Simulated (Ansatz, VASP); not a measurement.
# Ni8F (F/Ni(100)): VASP beside Ansatz, part 2 of 3

Wanted: the spread between two codes on one cell, functional and k mesh. Of the first pair: The structure shown is the start of the Ansatz relaxation below; VASP solves that cell, so the two are compared at the walk's first step.

VASP 6.6.1 and Ansatz 0.2.0.

So far: The starting structure; Ansatz: relaxation, PBE.

## (3) VASP: single point, PBE, start cell, pair 1

Level of this step: PBE, spin-polarised from a ferromagnetic start; plane waves and PAW (Ni, F) (VASP).

The same cell, functional, mesh and smearing now go to VASP, with its own data sets.

Lines of VASP's logs that name or quote its potential files are left out, and so is its time.

Contents of INCAR:

```
SYSTEM = Ni8F
PREC = Accurate
ENCUT = 520
EDIFF = 1E-06
NELM = 200
ISMEAR = -1
SIGMA = 0.1
LREAL = .FALSE.
ALGO = Normal
GGA = PE
NBANDS = 124
ISPIN = 2
MAGMOM = 0.76 0.69 0.74 0.9 0.77 0.69 0.74 0.9 0.77 0.69 0.74 0.9 0.76 0.69 0.74 0.9 0.08 0.08
LASPH = .TRUE.
LMAXMIX = 4
LORBIT = 11
LWAVE = .FALSE.
LCHARG = .FALSE.
ISIF = 2
LDIPOL = .TRUE.
IDIPOL = 3
DIPOL = 0.5 0.5 0.503
LVHAR = .TRUE.
GGA_COMPAT = .FALSE.
NELMDL = -8
KPAR = 4
```

Contents of POSCAR:

```
Ni8F
1.0
    4.9780317396      0.0000000000      0.0000000000
    0.0000000000      4.9780317396      0.0000000000
    0.0000000000      0.0000000000     23.8504504365
Ni F
16 2
Direct
    0.2500000262      0.2500000262      0.3773513638
    0.0000000261      0.0000000261      0.4511445194
    0.2500000262      0.2500000262      0.5258663367
    0.0000000261      0.0000000261      0.5968701530
    0.2500000262      0.7500000262      0.3773513638
    0.0000000261      0.5000000261      0.4511445194
    0.2500000262      0.7500000262      0.5258663367
    0.0000000261      0.5000000261      0.5968701530
    0.7500000262      0.2500000262      0.3773513638
    0.5000000261      0.0000000261      0.4511445194
    0.7500000262      0.2500000262      0.5258663367
    0.5000000261      0.0000000261      0.5968701530
    0.7500000262      0.7500000262      0.3773513638
    0.5000000261      0.5000000261      0.4511445194
    0.7500000262      0.7500000262      0.5258663367
    0.5000000261      0.5000000261      0.5968701530
    0.2500000262      0.2500000262      0.6226486179
    0.7500000262      0.7500000262      0.6226486179
```

Contents of KPOINTS:

```
Automatic mesh
0
Gamma
6 6 1
0 0 0
```

PAW data sets: Ni and F (PBE family, release 64).

Command:

```console
mpirun -np 4 vasp_std
```

Numbers of over 12 decimals in the logs are rounded to 6 here.

Log:

```text
[banner, memory and clock lines left out]
running    4 mpi-ranks, on    1 nodes
 distrk:  each k-point on    1 cores,    4 groups
 distr:  one band on    1 cores,    1 groups

 POSCAR found type information on POSCAR NiF
 POSCAR found :  2 types and      18 ions
|                                                                             |
|               ----> ADVICE to this user running VASP <----                  |
|                                                                             |
|     You have a (more or less) 'large supercell' and for larger cells it     |
|     might be more efficient to use real-space projection operators.         |
|     Therefore, try LREAL= Auto in the INCAR file.                           |
|     Mind: For very accurate calculation, you might also keep the            |
|     reciprocal projection scheme (i.e. LREAL=.FALSE.).                      |
|                                                                             |

 LDA part: xc-table for (Slater+PW92), standard interpolation
 POSCAR, INCAR and KPOINTS ok, starting setup
 FFT: planning ... GRIDC
 FFT: planning ... GRID_SOFT
 FFT: planning ... GRID
 WAVECAR not read
 entering main loop
       N       E                     dE             d eps       ncg     rms          rms(c)
DAV:   1     0.148174618093E+04    0.14817E+04   -0.74975E+04  4960   0.146E+03
DAV:   2     0.115478435537E+03   -0.13663E+04   -0.12672E+04  4968   0.342E+02
DAV:   3    -0.880765500331E+02   -0.20355E+03   -0.18630E+03  5632   0.158E+02
DAV:   4    -0.100736105596E+03   -0.12660E+02   -0.12394E+02  5460   0.414E+01
DAV:   5    -0.100943514420E+03   -0.20741E+00   -0.20732E+00  5764   0.487E+00
DAV:   6    -0.100949300038E+03   -0.57856E-02   -0.57855E-02  7204   0.698E-01
DAV:   7    -0.100949474771E+03   -0.17473E-03   -0.17473E-03  5916   0.992E-02
DAV:   8    -0.100949484943E+03   -0.10171E-04   -0.10172E-04  7192   0.193E-02    0.396E+01
DAV:   9    -0.109252023295E+03   -0.83025E+01   -0.11630E+02  6056   0.134E+02    0.636E+01
DAV:  10    -0.997189605744E+02    0.95331E+01   -0.83000E+01  5732   0.110E+02    0.441E+01
DAV:  11    -0.147235171948E+03   -0.47516E+02   -0.50201E+01  6120   0.135E+02    0.892E+01
DAV:  12    -0.950200927438E+02    0.52215E+02   -0.48391E+01  6060   0.566E+01    0.471E+01
DAV:  13    -0.911554989005E+02    0.38646E+01   -0.32307E+01  5916   0.817E+01    0.391E+01
DAV:  14    -0.904420293484E+02    0.71347E+00   -0.28270E+01  5628   0.598E+01    0.311E+01
[...]
DAV:  53    -0.863204568251E+02   -0.85696E-05   -0.33971E-08  3296   0.877E-04    0.139E-03
DAV:  54    -0.863204604874E+02   -0.36624E-05   -0.10821E-08  3316   0.124E-03    0.912E-04
DAV:  55    -0.863204643647E+02   -0.38773E-05   -0.11772E-08  3288   0.521E-04    0.610E-04
DAV:  56    -0.863204666545E+02   -0.22898E-05   -0.45186E-09  3280   0.329E-04    0.532E-04
DAV:  57    -0.863204712273E+02   -0.45728E-05   -0.11170E-08  3268   0.468E-04    0.339E-04
DAV:  58    -0.863204724847E+02   -0.12574E-05   -0.42223E-09  3336   0.344E-04    0.232E-04
DAV:  59    -0.863204736746E+02   -0.11899E-05   -0.38244E-09  3272   0.241E-04    0.124E-04
DAV:  60    -0.863204738263E+02   -0.15170E-06   -0.52715E-10  3188   0.111E-04
   1 F= -.86320474E+02 E0= -.85850979E+02  d E =-.938989E+00  mag=    10.8171
```

From OUTCAR (step 3):

```text
ion  position               nearest neighbor table
   1  0.250  0.250  0.377-  14 2.49   9 2.49   5 2.49   5 2.49   9 2.49  10 2.49   6 2.49   2 2.49

  LATTYP: Found a simple tetragonal cell.
 ALAT       =     4.9780317396
 C/A-ratio  =     4.7911406926

 Subroutine GETGRP returns: Found  8 space group operations
 (whereof  4 operations were pure point group operations)

The static configuration has the point symmetry C_2v.
 The point group associated with its full space group is C_4v.

 Found     10 irreducible k-points:

   k-points           NKPTS =     10   k-points in BZ     NKDIM =     10   number of bands    NBANDS=    124

   dimension x,y,z NGX =    40 NGY =   40 NGZ =  180
   dimension x,y,z NGXF=    80 NGYF=   80 NGZF=  360

   ENCUT  =  520.0 eV  38.22 Ry    6.18 a.u.   9.26  9.26 44.35*2*pi/ulx,y,z

   NELECT =     174.0000    total number of electrons

 k-points in reciprocal lattice and weights: Automatic mesh
   0.00000000  0.00000000  0.00000000       0.028
   0.16666667  0.00000000  0.00000000       0.111
   0.33333333  0.00000000  0.00000000       0.111
   0.50000000  0.00000000  0.00000000       0.056
   0.16666667  0.16666667  0.00000000       0.111
   0.33333333  0.16666667  0.00000000       0.222
   0.50000000  0.16666667  0.00000000       0.111
   0.33333333  0.33333333  0.00000000       0.111
   0.50000000  0.33333333  0.00000000       0.111
   0.50000000  0.50000000  0.00000000       0.028

 dipolmoment           0.000000      0.000000     -0.146354 electrons x Angstroem

 average (electrostatic) potential at core
       1 -91.0249       2 -91.3375       3 -91.3793       4 -91.4103       5 -91.0250
       6 -91.3375       7 -91.3211       8 -91.4103       9 -91.0250      10 -91.3375
      11 -91.3211      12 -91.4103      13 -91.0249      14 -91.3375      15 -91.3793
      16 -91.4103      17 -83.1723      18 -83.1723

 E-fermi :   0.0279

 spin component 1
 k-point     1 :       0.0000    0.0000    0.0000
  band No.  band energies     occupation
    ...
     87      -0.5194      0.99582
     88      -0.4794      0.99378
     89      -0.4509      0.99174
     90      -0.3985      0.98614
     91      -0.1632      0.87114
     92       0.3205      0.05091
     93       0.4479      0.01478
     94       0.4479      0.01478
     95       0.7057      0.00114
     96       0.8490      0.00027
    ...

 k-point     2 :       0.1667    0.0000    0.0000
  band No.  band energies     occupation
    ...
     89      -0.4627      0.99265
     90      -0.3562      0.97899
     91      -0.2895      0.95987
     92      -0.2786      0.95545
     93      -0.1611      0.86880
     94       0.8818      0.00020
     95       1.0303      0.00004
     96       1.0422      0.00004
     97       1.0855      0.00003
     98       1.2300      0.00001
    ...

 k-point     3 :       0.3333    0.0000    0.0000
  band No.  band energies     occupation
    ...
     88      -0.5497      0.99691
     89      -0.5425      0.99668
     90      -0.4763      0.99358
     91      -0.4699      0.99316
     92      -0.4642      0.99276
     93       0.0490      0.44742
     94       1.1749      0.00001
     95       1.4745      0.00000
     96       1.5574      0.00000
     97       1.7762      0.00000
    ...

 k-point     4 :       0.5000    0.0000    0.0000
  band No.  band energies     occupation
    ...
     88      -0.5801      0.99772
     89      -0.5410      0.99663
     90      -0.5410      0.99663
     91      -0.4514      0.99178
     92      -0.4514      0.99178
     93       0.6534      0.00192
     94       0.6534      0.00192
     95       2.0949      0.00000
     96       2.0949      0.00000
     97       2.1488      0.00000
    ...

 k-point     5 :       0.1667    0.1667    0.0000
  band No.  band energies     occupation
    ...
     89      -0.4806      0.99385
     90      -0.3751      0.98253
     91      -0.1786      0.88746
     92      -0.0965      0.77629
     93      -0.0712      0.72936
     94       0.1290      0.26684
     95       0.4423      0.01562
     96       1.3234      0.00000
     97       1.5590      0.00000
     98       2.2127      0.00000
    ...

 k-point     6 :       0.3333    0.1667    0.0000
  band No.  band energies     occupation
    ...
     88      -0.5835      0.99779
     89      -0.5790      0.99769
     90      -0.5365      0.99647
     91      -0.4738      0.99342
     92      -0.2247      0.92595
     93       0.1661      0.20078
     94       0.2788      0.07526
     95       1.0995      0.00002
     96       1.2237      0.00001
     97       1.6095      0.00000
    ...

  Total       13.6274228     13.6274228     11.8737665     -0.0000000      0.0000000      0.0000000
  in kB       36.9413195     36.9413195     32.1874950     -0.0000000      0.0000000      0.0000000
  external PRESSURE =      35.3567113 kB  Pullay stress =       0.0000000 kB

  energy-cutoff  :      520.00
  volume of cell :      591.03
      direct lattice vectors                 reciprocal lattice vectors
     4.978031740  0.000000000  0.000000000     0.200882608  0.000000000  0.000000000
     0.000000000  4.978031740  0.000000000     0.000000000  0.200882608  0.000000000
     0.000000000  0.000000000 23.850450437     0.000000000  0.000000000  0.041927929

 POSITION                                       TOTAL-FORCE (eV/Angst)
 -----------------------------------------------------------------------------------
      1.24451      1.24451      9.00000        -0.000000      0.000000      0.317024
      0.00000      0.00000     10.76000        -0.000000     -0.000000     -0.268898
      1.24451      1.24451     12.54215        -0.000000      0.000000     -1.675394
      0.00000      0.00000     14.23562        -0.000000      0.000000     -1.611898
      1.24451      3.73352      9.00000        -0.000000      0.000000      0.331402
      0.00000      2.48902     10.76000        -0.000000     -0.000000     -0.268898
      1.24451      3.73352     12.54215        -0.000000      0.000000     -0.756968
      0.00000      2.48902     14.23562        -0.000000      0.000000     -1.611898
      3.73352      1.24451      9.00000        -0.000000      0.000000      0.331402
      2.48902      0.00000     10.76000        -0.000000     -0.000000     -0.268898
      3.73352      1.24451     12.54215        -0.000000      0.000000     -0.756968
      2.48902      0.00000     14.23562        -0.000000      0.000000     -1.611898
      3.73352      3.73352      9.00000        -0.000000      0.000000      0.317024
      2.48902      2.48902     10.76000        -0.000000     -0.000000     -0.268898
      3.73352      3.73352     12.54215        -0.000000      0.000000     -1.675394
      2.48902      2.48902     14.23562        -0.000000      0.000000     -1.611898
      1.24451      1.24451     14.85045         0.000000      0.000000      5.545529
      3.73352      3.73352     14.85045         0.000000      0.000000      5.545529
 -----------------------------------------------------------------------------------
    total drift:                               -0.000349     -0.000349      0.002509

  FREE ENERGIE OF THE ION-ELECTRON SYSTEM (eV)
  ---------------------------------------------------
  free  energy   TOTEN  =       -86.3204738263 eV

  energy  without entropy=      -85.3814849138  energy(sigma->0) =      -85.85097937

 vacuum level on the upper side and lower side of the slab         3.846         4.915

 total charge
# of ion       s       p       d       tot
------------------------------------------
    1        0.470   0.336   8.315   9.120
    2        0.490   0.488   8.309   9.286
    3        0.500   0.498   8.356   9.354
    4        0.442   0.485   8.484   9.411
    5        0.471   0.335   8.315   9.121
    6        0.490   0.488   8.309   9.286
    7        0.499   0.512   8.327   9.338
    8        0.442   0.485   8.484   9.411
    9        0.471   0.335   8.315   9.121
   10        0.490   0.488   8.309   9.286
   11        0.499   0.512   8.327   9.338
   12        0.442   0.485   8.484   9.411
   13        0.470   0.336   8.315   9.120
   14        0.490   0.488   8.309   9.286
   15        0.500   0.498   8.356   9.354
   16        0.442   0.485   8.484   9.411
   17        1.746   4.396   0.000   6.142
   18        1.746   4.396   0.000   6.142
--------------------------------------------------
tot         11.096  16.045 133.798 160.940

 magnetization (x)
# of ion       s       p       d       tot
------------------------------------------
    1       -0.001  -0.017   0.754   0.735
    2       -0.007  -0.024   0.690   0.659
    3       -0.006  -0.022   0.682   0.653
    4       -0.004  -0.013   0.678   0.661
    5       -0.003  -0.017   0.756   0.737
    6       -0.007  -0.024   0.690   0.659
    7       -0.004  -0.025   0.712   0.683
    8       -0.004  -0.013   0.678   0.661
    9       -0.003  -0.017   0.756   0.737
   10       -0.007  -0.024   0.690   0.659
   11       -0.004  -0.025   0.712   0.683
   12       -0.004  -0.013   0.678   0.661
   13       -0.001  -0.017   0.754   0.735
   14       -0.007  -0.024   0.690   0.659
   15       -0.006  -0.022   0.682   0.653
   16       -0.004  -0.013   0.678   0.661
   17        0.006   0.058   0.000   0.064
   18        0.006   0.058   0.000   0.064
--------------------------------------------------
tot         -0.062  -0.195  11.280  11.023

[... 6 further parts left out ...]
```

The magnetic state follows from one typed start and may not be the lowest.

## (4) Side by side

Known differences besides the potentials themselves: VASP starts from the moments at which Ansatz ended; the data sets hold 302 valence electrons in Ansatz (on its default PAW (the set named soft_2) files) and 174 in VASP; the cutoff is 420 eV in Ansatz and 520 eV in VASP. Total energies have different zeros and are not compared.

Forces on 10 of the 18 atoms, those with the largest forces and the largest differences (eV/Å; atoms numbered as in POSCAR):

```csv
atom,"Ansatz x, y, z","VASP x, y, z"
Ni1,"0.000, 0.000, 0.329","0.000, 0.000, 0.317"
Ni3,"0.000, 0.000, -1.676","0.000, 0.000, -1.675"
Ni6,"0.000, 0.000, -0.280","0.000, 0.000, -0.269"
Ni8,"0.000, 0.000, -1.601","0.000, 0.000, -1.612"
Ni12,"0.000, 0.000, -1.601","0.000, 0.000, -1.612"
Ni13,"0.000, 0.000, 0.329","0.000, 0.000, 0.317"
Ni15,"0.000, 0.000, -1.676","0.000, 0.000, -1.675"
Ni16,"0.000, 0.000, -1.601","0.000, 0.000, -1.612"
F17,"0.000, 0.000, 5.536","0.000, 0.000, 5.546"
F18,"0.000, 0.000, 5.536","0.000, 0.000, 5.546"
```

The forces differ by 5.8 meV/Å r.m.s., which is 0.5 % of the r.m.s. force of 1.212 eV/Å (both taken over all components). Moments aren't recorded for both runs of this pair, so they may hold unlike magnetic states. With vacuum in the cell, a pressure given here is an average over mostly empty space and none of the material.

## (5) Ansatz: relaxation, PBE

This run makes the geometry at which the two programs are then compared.

The structure compared here is the end of the Ansatz relaxation.

Contents of input.yaml:

```yaml
crystal:
  lattice:
    - [4.9780317396, 0.0, 0.0]
    - [0.0, 4.9780317396, 0.0]
    - [0.0, 0.0, 23.8504504365]
  atoms:
    - { symbol: Ni, position: [0.25, 0.25, 0.3773513638], spin: 0.76 }
    - { symbol: Ni, position: [0.0, 0.0, 0.4511445194], spin: 0.69 }
    - { symbol: Ni, position: [0.25, 0.25, 0.5258663353], spin: 0.7 }
    - { symbol: Ni, position: [0.0, 0.0, 0.5968701365], spin: 0.76 }
    - { symbol: Ni, position: [0.25, 0.75, 0.3773513638], spin: 0.76 }
    - { symbol: Ni, position: [0.0, 0.5, 0.4511445194], spin: 0.69 }
    - { symbol: Ni, position: [0.25, 0.75, 0.5258663353], spin: 0.7 }
    - { symbol: Ni, position: [0.0, 0.5, 0.5968701365], spin: 0.76 }
    - { symbol: Ni, position: [0.75, 0.25, 0.3773513638], spin: 0.76 }
    - { symbol: Ni, position: [0.5, 0.0, 0.4511445194], spin: 0.69 }
    - { symbol: Ni, position: [0.75, 0.25, 0.5258663353], spin: 0.7 }
    - { symbol: Ni, position: [0.5, 0.0, 0.5968701365], spin: 0.76 }
    - { symbol: Ni, position: [0.75, 0.75, 0.3773513638], spin: 0.76 }
    - { symbol: Ni, position: [0.5, 0.5, 0.4511445194], spin: 0.69 }
    - { symbol: Ni, position: [0.75, 0.75, 0.5258663353], spin: 0.7 }
    - { symbol: Ni, position: [0.5, 0.5, 0.5968701365], spin: 0.76 }
    - { symbol: F, position: [0.25, 0.25, 0.6226486362] }
    - { symbol: F, position: [0.75, 0.75, 0.6226486362] }
magnetization:
  spin_polarized: true
kpoints:
  mp_grid: { grid: [6, 6, 1] }
hamiltonian:
  xc: pbe
scf:
  occupations: { method: fermi_dirac, width: 0.1 }
  convergence: { dr2_threshold: 1.0e-08 }
efield:
  axis: 3
  dipole_correction: true
  ramp_position: 0.97
  ramp_width: 0.06
relax:
  f_tol: 0.02
  max_steps: 60
  constraints: [{ sites: [0, 1, 4, 5, 8, 9, 12, 13] }]
output:
  dos: { projected: true, e_range: [-8, 4] }
  write_potential: true
  write_density: true
  volumetric_format: npy
  elf: true
```

Command:

```console
ansatz run input.yaml --threads 4 --pin off --max-ram 16384MiB --backend cpu --events-out ev --progress --plain --runs-dir out
```

Log:

```text
[...]
Crystal: 18 atoms, lattice volume = 591.033 Å³
Basis set: ecut = 420 eV, 11563 PW (Γ), exchange–correlation on 72×72×320 points (8 copies of the dense FFT grid, shifted against one another)
Bands: 189, of which v1, the nominal top of the filled ones, is band 151 counted from 1 (150 counted from 0)
Symmetry: 16 space group operations
k-points: 10 of 36
[...]
Starting moments: Σ|m| = 11.64 μB on 16 of 18 sites
[...]
- { symbol: Ni, position: [0.25, 0.25, 0.526546] }
    - { symbol: Ni, position: [0, 0, 0.598597] }
    - { symbol: Ni, position: [0.25, 0.750000, 0.377351] }
    - { symbol: Ni, position: [0.0, 0.5, 0.4511445194] }
    - { symbol: Ni, position: [0.25, 0.750000, 0.524791] }
    - { symbol: Ni, position: [0, 0.5, 0.598597] }
[...]
- { symbol: Ni, position: [0.750000, 0.750000, 0.377351] }
    - { symbol: Ni, position: [0.5, 0.5, 0.4511445194] }
    - { symbol: Ni, position: [0.750000, 0.750000, 0.526546] }
    - { symbol: Ni, position: [0.5, 0.5, 0.598597] }
    - { symbol: F, position: [0.25, 0.25, 0.653192] }
    - { symbol: F, position: [0.750000, 0.750000, 0.653192] }
```

(Continued in part 3 of 3.)

[Lines on the potential files, build, host, timing and source positions are cut from VASP's logs without a mark.]

[Logs are printed without paths, hosts, clocks, repeated set-up lines and the standing remarks that a program may print on its own settings, such as how far it seeks lower states.]

[Hosts, paths, dates, database ids (printed as entryN), source tags and the programs' standing remarks are cut or masked in the printed files.]
